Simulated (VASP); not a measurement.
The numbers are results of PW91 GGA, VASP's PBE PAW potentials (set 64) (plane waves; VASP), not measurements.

A VASP calculation is set up with these files.

File POSCAR:
```
BaTiO3
1
    4.0313676468     0.0000000000     0.0000000000
    0.0000000000     4.0313676468     0.0000000000
    0.0000000000     0.0000000000     4.0313676468
Ba Ti O
1 1 3
Direct
  0.0000000000   0.0000000000   0.0000000000
  0.5000000000   0.5000000000   0.5000000000
  0.5000000000   0.0000000000   0.5000000000
  0.0000000000   0.5000000000   0.5000000000
  0.5000000000   0.5000000000   0.0000000000
```

File KPOINTS:
```
k-points along high-symmetry lines
15
Line-mode
Reciprocal
  0.000000   0.000000   0.000000 ! GAMMA
  0.000000   0.500000   0.000000 ! X

  0.000000   0.500000   0.000000 ! X
  0.500000   0.500000   0.000000 ! M

  0.500000   0.500000   0.000000 ! M
  0.000000   0.000000   0.000000 ! GAMMA

  0.000000   0.000000   0.000000 ! GAMMA
  0.500000   0.500000   0.500000 ! R

  0.500000   0.500000   0.500000 ! R
  0.000000   0.500000   0.000000 ! X

  0.500000   0.500000   0.500000 ! R
  0.500000   0.500000   0.000000 ! M
```

**INCAR**
```
SYSTEM = BaTiO3
PREC = Accurate; ENCUT = 520; LREAL = .FALSE.
LASPH = .TRUE.; ICHARG = 11
EDIFF = 1E-7; NELM = 100; ALGO = Normal
LMAXMIX = 4
ISMEAR = 0; SIGMA = 0.05
GGA = 91
LWAVE = .FALSE.; LCHARG = .FALSE.; LORBIT = 11
```

POTCAR, in this order: Ba_sv Ti_sv O (PBE.64 set). Program: vasp_std. Read from the step before: CHGCAR.

The resulting files:

OUTCAR:
```
 ion  position               nearest neighbor table
   1  0.000  0.000  0.000-   3 2.85   4 2.85   5 2.85   3 2.85   4 2.85   4 2.85   5 2.85   4 2.85
                             3 2.85   5 2.85   3 2.85   5 2.85   2 3.49   2 3.49   2 3.49   2 3.49
   2  0.500  0.500  0.500-   3 2.02   4 2.02   5 2.02   5 2.02   3 2.02   4 2.02   1 3.49   1 3.49
                             1 3.49   1 3.49   1 3.49   1 3.49   1 3.49   1 3.49
   3  0.500  0.000  0.500-   2 2.02   2 2.02   1 2.85   1 2.85   1 2.85   1 2.85
   4  0.000  0.500  0.500-   2 2.02   2 2.02   1 2.85   1 2.85   1 2.85   1 2.85
   5  0.500  0.500  0.000-   2 2.02   2 2.02   1 2.85   1 2.85   1 2.85   1 2.85
  LATTYP: Found a simple cubic cell.
 ALAT       =     4.0313676468
 Subroutine PRICEL returns:
 Original cell was already a primitive cell.
 Subroutine GETGRP returns: Found 48 space group operations
The static configuration has the point symmetry O_h .
The dynamic configuration has the point symmetry O_h .
 Subroutine INISYM returns: Found 48 space group operations
   k-points           NKPTS =     90   k-points in BZ     NKDIM =     90   number of bands    NBANDS=     24
   number of dos      NEDOS =    301   number of ions     NIONS =      5
   total plane-waves  NPLWV =  27000
   dimension x,y,z NGX =    30 NGY =   30 NGZ =   30
   dimension x,y,z NGXF=    60 NGYF=   60 NGZF=   60
   ions per type =               1   1   3
   PREC   = accura    normal or accurate (medium, high low for compatibility)
   ISTART =      0    job   : 0-new  1-cont  2-samecut
   ICHARG =     11    charge: 1-file 2-atom 10-const
   ISPIN  =      1    spin polarized calculation?
   LNONCOLLINEAR =      F non collinear calculations
   LSORBIT =      F    spin-orbit coupling
   INIWAV =      1    electr: 0-lowe 1-rand  2-diag
   ENCUT  =  520.0 eV  38.22 Ry    6.18 a.u.   7.50  7.50  7.50*2*pi/ulx,y,z
   NELM   =    100;   NELMIN=  2; NELMDL= -5     # of ELM steps
   EDIFF  = 0.1E-06   stopping-criterion for ELM
   LREAL  =      F    real-space projection
   NLSPLINE    = F    spline interpolate recip. space projectors
   LMAXMIX     =    4 max onsite mixed and CHGCAR
   VOSKOWN=      0    Vosko Wilk Nusair interpolation
   EDIFFG = 0.1E-05   stopping-criterion for IOM
   NSW    =      0    number of steps for IOM
   NBLOCK =      1;   KBLOCK =      1    inner block; outer block
   IBRION =     -1    ionic relax: 0-MD 1-quasi-New 2-CG
   NFREE  =      0    steps in history (QN), initial steepest desc. (CG)
   ISIF   =      2    stress and relaxation
   ISYM   =      2    0-nonsym 1-usesym 2-fastsym
   TEIN   =    0.0    initial temperature
   TEBEG  =    0.0;   TEEND  =   0.0 temperature during run
   SMASS  =  -3.00    Nose mass-parameter (am)
   PSTRESS=    0.0 pullay stress
   NELECT =      40.0000    total number of electrons
   EFERMI =   0.00;   METHOD = LEGACY
   ISMEAR =     0;   SIGMA  =   0.05  broadening in eV -4-tet -1-fermi 0-gaus
   IALGO  =     38    algorithm
   LDIAG  =      T    sub-space diagonalisation (order eigenvalues)
   IMIX   =      4    mixing-type and parameters
     AMIX     =   0.40;   BMIX     =  1.00
     AMIX_MAG =   1.60;   BMIX_MAG =  1.00
     AMIN     =   0.10
   GGA     = 91    functional components
   VOSKOWN =     0    Vosko Wilk Nusair interpolation
   LHFCALC =     F    Hartree Fock is set to
   LHFONE  =     F    Hartree Fock one center treatment
   AEXX    =    0.0000 exact exchange contribution
   IVDW    =     0    specifies the selected vdW correction
   LEPSILON=     F    determine dielectric tensor
   LRPA    =     F    only Hartree local field effects (RPA)
  energy-cutoff  :      520.00
  volume of cell :       65.52
      direct lattice vectors                 reciprocal lattice vectors
     4.031367647  0.000000000  0.000000000     0.248054776  0.000000000  0.000000000
     0.000000000  4.031367647  0.000000000     0.000000000  0.248054776  0.000000000
     0.000000000  0.000000000  4.031367647     0.000000000  0.000000000  0.248054776
 k-point     1 :   0.0000 0.0000 0.0000  plane waves:    1791
 k-point     2 :   0.0000 0.0357 0.0000  plane waves:    1775
 k-point     3 :   0.0000 0.0714 0.0000  plane waves:    1771
 k-point     4 :   0.0000 0.1071 0.0000  plane waves:    1783
 k-point     5 :   0.0000 0.1429 0.0000  plane waves:    1787
...
```

### OSZICAR
```
       N       E                     dE             d eps       ncg     rms          rms(c)
DAV:   1     0.418441413486E+03    0.41844E+03   -0.21858E+04  4320   0.183E+03
DAV:   2     0.107971352107E+02   -0.40764E+03   -0.39996E+03  4928   0.479E+02
DAV:   3    -0.367964322691E+02   -0.47594E+02   -0.45926E+02  7216   0.141E+02
DAV:   4    -0.388316578366E+02   -0.20352E+01   -0.20343E+01  5304   0.279E+01
DAV:   5    -0.389297370485E+02   -0.98079E-01   -0.98078E-01  6144   0.443E+00
DAV:   6    -0.389307259326E+02   -0.98888E-03   -0.98888E-03  5552   0.499E-01
DAV:   7    -0.389307466975E+02   -0.20765E-04   -0.20765E-04  6424   0.652E-02
DAV:   8    -0.389307469724E+02   -0.27481E-06   -0.27482E-06  5496   0.650E-03
DAV:   9    -0.389307469782E+02   -0.58749E-08   -0.58613E-08  4064   0.890E-04
   1 F= -.38930747E+02 E0= -.38930747E+02  d E =-.299463E-19
```

OUTCAR:
```
 val. band max:        3.5942193699   @ k =   0.5000   0.5000   0.5000

 cond. band min:       5.2877366860   @ k =   0.0000   0.0000   0.0000



 k-point     1 :       0.0000    0.0000    0.0000
  band No.  band energies     occupation
      1     -52.9707      2.00000
      2     -29.2850      2.00000
      3     -29.2850      2.00000
      4     -29.2850      2.00000
      5     -21.1774      2.00000
      6     -13.1910      2.00000
      7     -12.5153      2.00000
      8     -12.5153      2.00000
      9      -6.4070      2.00000
     10      -6.4070      2.00000
     11      -6.4070      2.00000
     12       1.2973      2.00000
     13       1.2973      2.00000
     14       1.2973      2.00000
     15       2.5389      2.00000
     16       2.5389      2.00000
     17       2.5389      2.00000
     18       3.4325      2.00000
     19       3.4325      2.00000
     20       3.4325      2.00000
     21       5.2877      0.00000
     22       5.2877      0.00000
     23       5.2877      0.00000
     24       7.3365      0.00000

 k-point     2 :       0.0000    0.0357    0.0000
  band No.  band energies     occupation
      1     -52.9707      2.00000
      2     -29.2855      2.00000
      3     -29.2849      2.00000
      4     -29.2849      2.00000
      5     -21.1760      2.00000
      6     -13.1907      2.00000
      7     -12.5151      2.00000
      8     -12.5149      2.00000
      9      -6.4051      2.00000
     10      -6.4051      2.00000
     11      -6.4021      2.00000
     12       1.2759      2.00000
     13       1.2942      2.00000
     14       1.2942      2.00000
     15       2.5225      2.00000
     16       2.5225      2.00000
     17       2.5267      2.00000
     18       3.3957      2.00000
     19       3.4217      2.00000
     20       3.4217      2.00000
     21       5.2895      0.00000
     22       5.3161      0.00000
     23       5.3161      0.00000
     24       7.3384      0.00000

...
```

The density is held fixed in this step, so its total energy and stress have no physical meaning. Unless said otherwise, spin-orbit coupling is left out, though it shifts the bands of the heavy elements here.

The compound is BaTiO3 in the cubic perovskite structure, the ideal cubic form; the compound distorts at low or room temperature. It was relaxed first.
